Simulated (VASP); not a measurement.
# Mo3Ir4 (Pm-3m) in VASP: further runs

Aim: see how the results for Mo3Ir4 move with the level of theory and the settings. Levels: PBE, SCAN+D3(BJ), RPBE+D4. Tasks: relaxation of cell and atoms, single point, relaxation of the atoms.

All numbers are computed with VASP 6.6.1; they aren't measurements. Logs are shortened: lines on timing, memory, paths and dates and some standing lists are left out, and cuts for length are marked.

## Step 1: The structure

It takes space group Pm-3m (No. 221, cubic). The conventional cell has a = 4.477 Å, b = 4.477 Å, c = 4.477 Å, α = 90.00°, β = 90.00°, γ = 90.00°. Around Mo (site symmetry 4/mmm) lie 6 Ir at 2.24 Å. Around Ir (site symmetry m-3m) lie 6 Mo at 2.24 Å. Around Ir (site symmetry 4/mmm) lie 4 Mo at 2.24 Å.

The cell was built by a generator and needn't be a form met in nature.

## Step 2: Relaxation of cell and atoms, PBE

File INCAR:

```
PREC = Accurate
ENCUT = 600
EDIFF = 1E-6
ISMEAR = 1
SIGMA = 0.1
LREAL = F
LASPH = T
NELM = 80
ALGO = Normal
ISIF = 3
LWAVE = F
LCHARG = F
GGA = PE
IBRION = 2
NSW = 40
EDIFFG = -0.02
```

File KPOINTS:

```
Automatic mesh
0
Gamma
  6 6 6
```

File POSCAR:

```
Mo3Ir4
1.0
    4.4768037800      0.0000000000      0.0000000000
    0.0000000000      4.4768037800      0.0000000000
    0.0000000000      0.0000000000      4.4768037800
Mo Ir
3 4
Direct
    0.5000000000      0.5000000000      0.0000000000
    0.0000000000      0.5000000000      0.5000000000
    0.5000000000      0.0000000000      0.5000000000
    0.5000000000      0.5000000000      0.5000000000
    0.5000000000      0.0000000000      0.0000000000
    0.0000000000      0.5000000000      0.0000000000
    0.0000000000      0.0000000000      0.5000000000
```

Potentials or basis: VASP PAW PBE potentials, release 64 (Mo_sv, Ir).

Run with:

```bash
> cat potpaw_PBE.64/Mo_sv/POTCAR potpaw_PBE.64/Ir/POTCAR > POTCAR
> mpirun -np 1 vasp_std > vasp.out
```

OUTCAR:

```text
PREC = Accurate
   ENCUT = 600
   EDIFF = 1E-6
   ISMEAR = 1
   LREAL = F
   LASPH = T
   NELM = 80
   ISIF = 3
   GGA = PE
   IBRION = 2
   NSW = 40
   EDIFFG = -0.02

 ion  position               nearest neighbor table
   1  0.500  0.500  0.000-   4 2.24   5 2.24   6 2.24   4 2.24   5 2.24   6 2.24   3 3.17   3 3.17
                             3 3.17   2 3.17   3 3.17   2 3.17   2 3.17   2 3.17
   2  0.000  0.500  0.500-   4 2.24   6 2.24   7 2.24   6 2.24   7 2.24   4 2.24   3 3.17   3 3.17
                             1 3.17   1 3.17   3 3.17   1 3.17   1 3.17   3 3.17
   3  0.500  0.000  0.500-   4 2.24   5 2.24   7 2.24   5 2.24   4 2.24   7 2.24   2 3.17   1 3.17
                             2 3.17   1 3.17   1 3.17   2 3.17   1 3.17   2 3.17
   4  0.500  0.500  0.500-   1 2.24   2 2.24   3 2.24   1 2.24   3 2.24   2 2.24   5 3.17   5 3.17
                             6 3.17   6 3.17   5 3.17   7 3.17   5 3.17   7 3.17   6 3.17   7 3.17
   5  0.500  0.000  0.000-   1 2.24   3 2.24   3 2.24   1 2.24   7 3.17   4 3.17   4 3.17   7 3.17
                             6 3.17   4 3.17   6 3.17   4 3.17   6 3.17   7 3.17   7 3.17   6 3.17
   6  0.000  0.500  0.000-   1 2.24   2 2.24   2 2.24   1 2.24   7 3.17   4 3.17   4 3.17   7 3.17
                             5 3.17   7 3.17   7 3.17   5 3.17   4 3.17   5 3.17   4 3.17   5 3.17
   7  0.000  0.000  0.500-   2 2.24   3 2.24   2 2.24   3 2.24   6 3.17   5 3.17   6 3.17   4 3.17
                             4 3.17   6 3.17   6 3.17   5 3.17   4 3.17   5 3.17   5 3.17   4 3.17

  LATTYP: Found a simple cubic cell.
 ALAT       =     4.4768037800

  Lattice vectors:

 A1 = (   4.4768037800,   0.0000000000,   0.0000000000)
 A2 = (   0.0000000000,   4.4768037800,   0.0000000000)
 A3 = (   0.0000000000,   0.0000000000,   4.4768037800)

Analysis of symmetry for initial positions (statically):
=====================================================================
 Subroutine PRICEL returns:
 Original cell was already a primitive cell.

 Routine SETGRP: Setting up the symmetry group for a
 simple cubic supercell.

 Subroutine GETGRP returns: Found 48 space group operations
 (whereof 48 operations were pure point group operations)
 out of a pool of 48 trial point group operations.

The static configuration has the point symmetry O_h .

Analysis of symmetry for dynamics (positions and initial velocities):
=====================================================================
 Subroutine PRICEL returns:
 Original cell was already a primitive cell.

 Routine SETGRP: Setting up the symmetry group for a
 simple cubic supercell.

 Subroutine GETGRP returns: Found 48 space group operations
 (whereof 48 operations were pure point group operations)
 out of a pool of 48 trial point group operations.

The dynamic configuration has the point symmetry O_h .

 Subroutine INISYM returns: Found 48 space group operations
 (whereof 48 operations are pure point group operations),
 and found     1 'primitive' translations

----------------------------------------------------------------------------------------

                                     Primitive cell

  volume of cell :      89.7231

  direct lattice vectors                    reciprocal lattice vectors
     4.476803780  0.000000000  0.000000000     0.223373650  0.000000000  0.000000000
     0.000000000  4.476803780  0.000000000     0.000000000  0.223373650  0.000000000
     0.000000000  0.000000000  4.476803780     0.000000000  0.000000000  0.223373650

  length of vectors
     4.476803780  4.476803780  4.476803780     0.223373650  0.223373650  0.223373650

  position of ions in fractional coordinates (direct lattice)
     0.500000000  0.500000000  0.000000000
     0.000000000  0.500000000  0.500000000
     0.500000000  0.000000000  0.500000000
     0.500000000  0.500000000  0.500000000
     0.500000000  0.000000000  0.000000000
     0.000000000  0.500000000  0.000000000
     0.000000000  0.000000000  0.500000000

  ion indices of the primitive-cell ions
   primitive index   ion index
                 1           1
                 2           2
                 3           3
                 4           4
                 5           5
                 6           6
                 7           7

----------------------------------------------------------------------------------------

 KPOINTS: Automatic mesh

Automatic generation of k-mesh.
 Grid dimensions read from file:
 generate k-points for:    6    6    6

 Generating k-lattice:

  Cartesian coordinates                     Fractional coordinates (reciprocal lattice)
     0.037228942  0.000000000  0.000000000     0.166666667  0.000000000  0.000000000
     0.000000000  0.037228942  0.000000000     0.000000000  0.166666667  0.000000000
     0.000000000  0.000000000  0.037228942     0.000000000  0.000000000  0.166666667

  Length of vectors
     0.037228942  0.037228942  0.037228942

[... 35 lines left out ...]
   ENCUT  =  600.0 eV  44.10 Ry    6.64 a.u.   8.94  8.94  8.94*2*pi/ulx,y,z
   NELM   =     80;   NELMIN=  2; NELMDL= -5     # of ELM steps
   EDIFF  = 0.1E-05   stopping-criterion for ELM
   LREAL  =      F    real-space projection
   EDIFFG = -.2E-01   stopping-criterion for IOM
   NSW    =     40    number of steps for IOM
   IBRION =      2    ionic relax: 0-MD 1-quasi-New 2-CG
   NFREE  =      1    steps in history (QN), initial steepest desc. (CG)
   ISIF   =      3    stress and relaxation
   ISYM   =      2    0-nonsym 1-usesym 2-fastsym
   POTIM  = 0.5000    time-step for ionic-motion
   TEBEG  =    0.0;   TEEND  =   0.0 temperature during run
   PSTRESS=    0.0 pullay stress
   NELECT =      78.0000    total number of electrons
   NUPDOWN=      -1.0000    fix difference up-down
   EMIN   =  10.00;   EMAX   =-10.00  energy-range for DOS
   EFERMI =   0.00;   METHOD = LEGACY
   ISMEAR =     1;   SIGMA  =   0.10  broadening in eV -4-tet -1-fermi 0-gaus
   EFERMI_NEDOS =   21; number of points for ismear=-14 and -15
   IALGO  =     38    algorithm
   IMIX   =      4    mixing-type and parameters
     AMIX     =   0.40;   BMIX     =  1.00
     AMIX_MAG =   1.60;   BMIX_MAG =  1.00
  volume/ion in A,a.u.               =      12.82        86.50
  Fermi-wavevector in a.u.,A,eV,Ry     =   1.562446  2.952595 33.215046  2.441237
  Thomas-Fermi vector in A             =   2.665363
   LORBIT       =      0    0 simple, 1 ext, 2 COOP (PROOUT), +10 PAW based schemes
   GGA     = PE    functional components
   LHFCALC =     F    Hartree Fock is set to
   AEXX    =    0.0000 exact exchange contribution
   IVDW    =     0    specifies the selected vdW correction
   LEPSILON=     F    determine dielectric tensor
   LRPA    =     F    only Hartree local field effects (RPA)
 conjugate gradient relaxation of ions
 non-spin polarized calculation
 Methfessel and Paxton  Order N= 1 SIGMA  =   0.10
  energy-cutoff  :      600.00
  volume of cell :       89.72
 maximum number of plane-waves:      3028
 NGX is ok and might be reduce to    36
   NGX = 17   NGY = 17   NGZ = 17

--------------------------------------- Ionic step        1  -------------------------------------------

 number of electron      78.0000004 magnetization

 Free energy of the ion-electron system (eV)
  ---------------------------------------------------
  ext. energy  EPLUGINS =         0.00000000
  ---------------------------------------------------
  free energy    TOTEN  =       -44.14968238 eV

  energy without entropy =      -44.14445840  energy(sigma->0) =      -44.14794105

 E-fermi :  13.9336     XC(G=0): -14.2765

 val. band max:       13.9119292985   @ k =   0.3333   0.1667   0.1667
 cond. band min:      13.9444077698   @ k =   0.3333   0.0000   0.0000
 fundamental gap:      0.0324784713
 Fermi energy:        13.9335681274

 k-point     1 :       0.0000    0.0000    0.0000
  band No.  band energies     occupation
      1     -47.7045      2.00000
      2     -47.6601      2.00000
      3     -47.6601      2.00000
      4     -22.0870      2.00000
      5     -22.0870      2.00000
      6     -22.0870      2.00000
[... 1997 lines left out ...]
     45      -1.2315      1.20971
     46      -1.2315      1.20971

------------------------ aborting loop EDIFF was not reached (unconverged)  ----------------------------

  FORCE on cell =-STRESS in cart. coord.  units (eV):
  Direction    XX          YY          ZZ          XY          YZ          ZX
  --------------------------------------------------------------------------------------
  -------------------------------------------------------------------------------------
  Total      -44.4355035    -44.4355035    -44.4355035     -0.0000000      0.0000000     -0.0000000
  in kB     -166.0644995   -166.0644995   -166.0644995     -0.0000000      0.0000000     -0.0000000
  external PRESSURE =    -166.0644995 kB  Pullay stress =       0.0000000 kB

 VOLUME and BASIS-vectors are now :
 -----------------------------------------------------------------------------
  energy-cutoff  :      600.00
  volume of cell :      428.71
      direct lattice vectors                 reciprocal lattice vectors
     7.540288491 -0.000000000  0.000000000     0.132620920  0.000000000  0.000000000
    -0.000000000  7.540288491 -0.000000000     0.000000000  0.132620920 -0.000000000
    -0.000000000  0.000000000  7.540288491    -0.000000000  0.000000000  0.132620920
[... 1209 lines left out ...]
  energy  without entropy=      -60.3838259694  energy(sigma->0) =      -60.38202447

--------------------------------------- Ionic step        8  -------------------------------------------

 number of electron      78.0000029 magnetization

 Free energy of the ion-electron system (eV)
  ---------------------------------------------------
  ext. energy  EPLUGINS =         0.00000000
  ---------------------------------------------------
  free energy    TOTEN  =       -60.38893615 eV

  energy without entropy =      -60.39132533  energy(sigma->0) =      -60.38973254

 E-fermi :   7.8628     XC(G=0): -12.0995

 val. band max:        7.8564323520   @ k =   0.5000   0.3333   0.0000
 cond. band min:       7.8913342978   @ k =   0.3333   0.3333   0.1667
 fundamental gap:      0.0349019458
 Fermi energy:         7.8628456269

 k-point     1 :       0.0000    0.0000    0.0000
  band No.  band energies     occupation
      1     -53.6934      2.00000
      2     -53.6848      2.00000
      3     -53.6848      2.00000
      4     -27.8262      2.00000
      5     -27.8262      2.00000
      6     -27.8262      2.00000
[... 1003 lines left out ...]
  FREE ENERGIE OF THE ION-ELECTRON SYSTEM (eV)
  ---------------------------------------------------
  free  energy   TOTEN  =       -60.3889361518 eV

  energy  without entropy=      -60.3913253262  energy(sigma->0) =      -60.38973254

 reached required accuracy - stopping structural energy minimisation
```

Wall time 35 min (1 thread of Intel Xeon Platinum 8375C at 2.90GHz (Ice Lake), shared host); peak memory 0.25 GiB.

What came out:

| Item | Value |
| --- | --- |
| Free energy | -60.3889 eV |
| Relaxed volume | 18.75 Å³/atom |
| Relaxed cell | a = 5.082 Å, b = 5.082 Å, c = 5.082 Å, α = 90.00°, β = 90.00°, γ = 90.00° |
| Space group after relaxing (to 0.05 Å) | Pm-3m (No. 221) |
| Energy gained by relaxing | 2319.9 meV/atom |
| Ionic steps | 8 |
| Pressure after relaxing | 0.0 GPa |
| Band gap on the k mesh | none (metal or under the smearing width) |

Step by step:
```csv
step,energy change (eV),largest force (eV/Å),pressure (GPa),volume (Å³)
1,0.0000,0.0000,177.30,89.72
2,23.7076,0.0000,-16.61,428.71
3,7.9635,0.0000,-22.08,286.60
4,-3.6245,0.0000,-29.49,215.02
5,-15.6621,0.0000,-14.09,143.37
6,-15.7505,0.0000,17.63,121.76
7,-16.2314,0.0000,-1.88,132.60
8,-16.2393,0.0000,0.02,131.28
```

Final structure:
```xyz
7
Lattice="5.0824 0.0000 0.0000 0.0000 5.0824 0.0000 0.0000 0.0000 5.0824" Properties=species:S:1:pos:R:3 pbc="T T T"
Mo    2.5412    2.5412    0.0000
Mo    0.0000    2.5412    2.5412
Mo    2.5412    0.0000    2.5412
Ir    2.5412    2.5412    2.5412
Ir    2.5412    0.0000    0.0000
Ir    0.0000    2.5412    0.0000
Ir    0.0000    0.0000    2.5412
```

Caveat: the volume moved by over 15 % at a fixed basis, so the end points are rough.

## Step 3: Single point, SCAN+D3(BJ)

File run.py:

```python
from ase.calculators.vasp import Vasp
from ase.dft.bandgap import bandgap
from ase.spacegroup import crystal

atoms = crystal(
    ['Mo', 'Ir', 'Ir'],
    basis=[[0.5, 0.5, 0.0], [0.5, 0.5, 0.5], [0.5, 0.0, 0.0]],
    spacegroup=221,
    setting=1,
    cellpar=[4.47680378, 4.47680378, 4.47680378, 90.0, 90.0, 90.0],
    primitive_cell=True,
)
calc = Vasp(
    directory='calc',
    xc='scan',
    pp='PBE',
    setups='minimal',
    prec='Accurate',
    encut=500,
    ediff=0.0001,
    ismear=-1,
    sigma=0.1,
    lreal=False,
    lasph=True,
    nelm=100,
    algo='Normal',
    isif=2,
    lwave=False,
    lcharg=False,
    lmixtau=True,
    ivdw=12,
    kpts=[6, 6, 6],
    gamma=True,
    nbands=36,
    nelect=55.0,
)
atoms.calc = calc

print('energy (eV):', atoms.get_potential_energy())
print('free energy (eV):', atoms.get_potential_energy(force_consistent=True))
print('forces (eV/A):')
print(atoms.get_forces())
print('stress (eV/A^3, Voigt):', atoms.get_stress())
print('Fermi level (eV):', calc.get_fermi_level())
gap, top, bottom = bandgap(calc)
print('band gap (eV):', gap, 'from (spin, k, band)', top, 'to', bottom)
```

Potentials or basis: VASP PAW PBE potentials, release 64 (Mo, Ir).

Run with:

```bash
> python run.py
```

It took 5.1 min on 1 thread of Intel Xeon Platinum 8375C at 2.90GHz (Ice Lake), shared host; peak memory 0.24 GiB.

These settings aren't checked as converged (typed here: EDIFF = 0.0001; NELECT = 55.000000): the numbers below hold their error.

Results:

```yaml
Free_energy: -359.9538 eV
Band_gap_on_the_k_mesh: none (metal or under the smearing width)
Dispersion_energy_per_atom: -0.237 eV
```

Caveat: the cell is charged against a uniform background, so pressure and absolute levels hang on convention; a pressure of tens of GPa on the cell as given is suspect, and the run, the potentials or the cell itself is likely at fault; the PAW data sets were made with another functional, which shifts forces and pressure a little; pairwise dispersion overbinds metals, which lowers pressure and volume.

## Step 4: Relaxation of the atoms, RPBE+D4

File run.py:

```python
from ase.calculators.vasp import Vasp
from ase.io import read

atoms = read('Mo3Ir4.cif')
calc = Vasp(
    directory='calc',
    xc='rpbe',
    pp='PBE',
    setups='recommended',
    prec='Accurate',
    encut=520,
    ediff=1e-07,
    ismear=1,
    sigma=0.1,
    lreal=False,
    lasph=True,
    nelm=60,
    algo='Normal',
    isif=2,
    lwave=False,
    lcharg=False,
    ivdw=13,
    ibrion=2,
    nsw=60,
    ediffg=-0.02,
    kpts=[6, 6, 6],
    gamma=True,
)
atoms.calc = calc

print('energy (eV):', atoms.get_potential_energy())
print('free energy (eV):', atoms.get_potential_energy(force_consistent=True))
print('forces (eV/A):')
print(atoms.get_forces())
print('stress (eV/A^3, Voigt):', atoms.get_stress())
print('Fermi level (eV):', calc.get_fermi_level())
print('cell (A, degrees):', atoms.cell.cellpar())
print('volume (A^3):', atoms.get_volume())
print('scaled positions:')
print(atoms.get_scaled_positions())
```

File Mo3Ir4.cif:

```cif
data_Mo3Ir4
_cell_length_a 4.47680378
_cell_length_b 4.47680378
_cell_length_c 4.47680378
_cell_angle_alpha 90.00000000
_cell_angle_beta 90.00000000
_cell_angle_gamma 90.00000000
_space_group_name_H-M_alt 'P1'
_space_group_name_Hall 'P 1'
_space_group_IT_number 1
loop_
_space_group_symop_operation_xyz
'x,y,z'
loop_
_atom_site_label
_atom_site_type_symbol
_atom_site_symmetry_multiplicity
_atom_site_Wyckoff_symbol
_atom_site_fract_x
_atom_site_fract_y
_atom_site_fract_z
_atom_site_occupancy
Mo1 Mo 1 a 0.5000000000 0.5000000000 0.0000000000 1
Mo2 Mo 1 a 0.0000000000 0.5000000000 0.5000000000 1
Mo3 Mo 1 a 0.5000000000 0.0000000000 0.5000000000 1
Ir1 Ir 1 a 0.5000000000 0.5000000000 0.5000000000 1
Ir2 Ir 1 a 0.5000000000 0.0000000000 0.0000000000 1
Ir3 Ir 1 a 0.0000000000 0.5000000000 0.0000000000 1
Ir4 Ir 1 a 0.0000000000 0.0000000000 0.5000000000 1
```

Potentials or basis: VASP PAW PBE potentials, release 64 (Mo_sv, Ir).

Run with:

```bash
> python run.py
```

It took 99 s on 1 thread of Intel Xeon Platinum 8375C at 2.90GHz (Ice Lake), shared host; peak memory 0.23 GiB.

It converged, with:

| Property | Result |
| --- | --- |
| Free energy | -51.7513 eV |
| Pressure after relaxing | 158.7 GPa |
| Dispersion energy per atom | -1.802 eV |

Final structure:
```
Mo Ir
1.0
     4.47680    0.00000    0.00000
     0.00000    4.47680    0.00000
     0.00000    0.00000    4.47680
Mo Ir
3 4
Direct
  0.50000 0.50000 0.00000
  0.00000 0.50000 0.50000
  0.50000 0.00000 0.50000
  0.50000 0.50000 0.50000
  0.50000 0.00000 0.00000
  0.00000 0.50000 0.00000
  0.00000 0.00000 0.50000
```

Levels at points of the mesh, in eV from the Fermi level:
```csv
k point,band 36,band 37,band 38,band 39,band 40,band 41,band 42,band 43
"(0.00, 0.00, 0.00)",-0.38,-0.38,0.61,0.61,0.87,0.87,0.87,3.58
"(0.50, 0.00, 0.00)",-0.61,-0.38,0.39,0.67,0.92,1.23,1.23,1.66
"(0.50, 0.50, 0.00)",-1.78,-1.37,-1.18,-1.18,-0.75,-0.36,-0.36,0.14
"(0.50, 0.50, 0.50)",-2.15,-1.79,-1.79,-1.79,-1.62,-1.62,-1.62,-1.46
```

Caveat: the relaxation stopped at its first step, so nothing moved; a pressure of tens of GPa on the cell as given is suspect, and the run, the potentials or the cell itself is likely at fault; the bands computed are all filled at some k points, so no gap is given; the PAW data sets were made with another functional, which shifts forces and pressure a little.

## Step 5: For comparison

An earlier run on the cell as given: functional PBE; potentials or basis VASP PAW PBE potentials, release 64 (Mo_sv, Ir); cutoff 520 eV; k mesh 6 × 6 × 6; occupations fermi-dirac, width 0.05 eV; no spin polarisation.

- Pressure: 177.4 GPa
- Band gap on the k mesh: none (metal or under the smearing width)

## Step 6: Overview

```csv
task,level,cell,cutoff (eV),smearing,optimiser,gap on the mesh (eV),pressure (GPa)
relaxation of cell and atoms,PBE,relaxed,600,methfessel-paxton 0.1 eV,-,none,0.0
relaxation of the atoms,RPBE+D4,atoms relaxed,520,methfessel-paxton 0.1 eV,vasp,-,158.7
single point,PBE,as given,520,fermi-dirac 0.05 eV,-,none,177.4
```

Alike in all rows: potentials or basis VASP PAW PBE potentials, release 64 (Mo_sv, Ir); no spin polarisation; k mesh 6 × 6 × 6.

Caveats: a pressure of tens of GPa on the cell as given is suspect, and the run, the potentials or the cell itself is likely at fault (some runs); the volume moved by over 15 % at a fixed basis, so the end points are rough (some runs); the relaxation stopped at its first step, so nothing moved (some runs); the bands computed are all filled at some k points, so no gap is given (some runs); the PAW data sets were made with another functional, which shifts forces and pressure a little (some runs).

Absolute energies hang on the potentials; compare differences alone.
